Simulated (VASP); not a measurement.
An input for Quantum ESPRESSO's pw.x (written as the equivalent of a VASP run, and not itself run):

```
&CONTROL
  calculation = 'scf'
  pseudo_dir = './pseudo'
  outdir = './out'
  tprnfor = .true.
  tstress = .true.
/
&SYSTEM
  ibrav = 0
  nat = 3
  ntyp = 2
  ecutwfc = 84
  occupations = 'smearing'
  smearing = 'gaussian'
  degauss = 0.003675
  input_dft = 'vdw-df-obk8'
/
&ELECTRONS
  conv_thr = 7.3e-09
  electron_maxstep = 100
/
ATOMIC_SPECIES
  Ca 40.078 Ca.upf
  F 18.998 F.upf
CELL_PARAMETERS angstrom
     0.0000000    2.7863841    2.7863841
     2.7863841    0.0000000    2.7863841
     2.7863841    2.7863841    0.0000000
ATOMIC_POSITIONS crystal
  Ca   0.0000000  0.0000000  0.0000000
  F    0.2500000  0.2500000  0.2500000
  F    0.7500000  0.7500000  0.7500000
K_POINTS automatic
  7 7 7 0 0 0
```

Task: Write the VASP files for the same calculation (optB88-vdW).

Result: This is not unique; one that fits is 
**INCAR**
```
SYSTEM = CaF2
PREC = Accurate
ENCUT = 520
EDIFF = 1E-7
NELM = 100
ALGO = Normal
LREAL = .FALSE.
LASPH = .TRUE.
ISMEAR = 0
SIGMA = 0.05
GGA = BO
PARAM1 = 0.1833333333
PARAM2 = 0.22
LUSE_VDW = .TRUE.
AGGAC = 0.0
LWAVE = .FALSE.
LCHARG = .FALSE.
ISIF = 2
```

File POSCAR:
```
CaF2
5.5727680
  0.0000000000   0.5000000158   0.5000000158
  0.5000000158   0.0000000000   0.5000000158
  0.5000000158   0.5000000158   0.0000000000
Ca F
1 2
direct
  0.0000000000   0.0000000000   0.0000000000
  0.2500000000   0.2500000000   0.2500000000
  0.7500000000   0.7500000000   0.7500000000
```

**KPOINTS**
```
kpoints
0
gamma
 7 7 7
```

POTCAR, in this order: Ca_sv F (PBE.64 set). Program: vasp_std.

Limits of the translation: the potentials are each code's own (VASP's PAW set, PseudoDojo norm-conserving files in pw.x), so ENCUT and ecutwfc are chosen apart and not converted; conv_thr bounds pw.x's estimated SCF error, while EDIFF bounds the energy change between steps.

The compound is CaF2 in the fluorite structure. This cell is one point of a volume scan, at 1.06 of the reference volume.
